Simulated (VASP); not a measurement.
Set up this calculation in VASP 6.6.1, as the native input.

```
Task                   : single point
Functional             : PBE
Potentials or basis    : VASP PAW PBE potentials, release 64 (K_sv, As)
Cutoff                 : 520 eV
k mesh                 : 5 × 5 × 3
Occupations            : fermi-dirac, width 0.05 eV
Spin                   : no spin polarisation
Further INCAR settings : ALGO = Normal; EDIFF = 1e-07; NBANDS = 28
```

The structure of K4As lies in POSCAR:

```
K4As
1.0
    5.7215500000      0.0000000000      0.0000000000
    0.0000000000      5.7215500000      0.0000000000
    0.0000000000      0.0000000000      8.3796200000
K As
4 1
Direct
    0.5050300000      0.0056710000      0.2150400000
   -0.0086220000      0.4996720000      0.7824680000
    0.4977680000      0.0007280000      0.7775960000
   -0.0025160000      0.5079830000      0.2140820000
    0.0038700000     -0.0044750000     -0.0041280000
```

The cell was built by a generator and needn't be a form met in nature.

The cell isn't the ideal one: atoms moved at random, drawn with an rms of 0.05 Å.

The input as run:

INCAR

```
PREC = Accurate
ENCUT = 520
EDIFF = 1E-7
ISMEAR = -1
SIGMA = 0.05
LREAL = F
LASPH = T
NELM = 60
ALGO = Normal
ISIF = 2
LWAVE = F
LCHARG = F
GGA = PE
NBANDS = 28
```

KPOINTS

```
regular mesh
0
Gamma
  5 5 3
```

Potentials or basis: VASP PAW PBE potentials, release 64 (K_sv, As).

Run with:

```sh
$ cat potpaw_PBE.64/K_sv/POTCAR potpaw_PBE.64/As/POTCAR > POTCAR
$ mpirun -np 1 vasp_std > vasp.out
```

It gave:

| Property | Result |
| --- | --- |
| Pressure | 0.0 GPa |
| Largest force | 0.108 eV/Å |
| Band gap on the k mesh | none (metal or under the smearing width) |

It took 4.1 min on 1 thread of Intel(R) Xeon(R) 6975P-C (Granite Rapids) (shared host), peak memory 0.52 GiB.
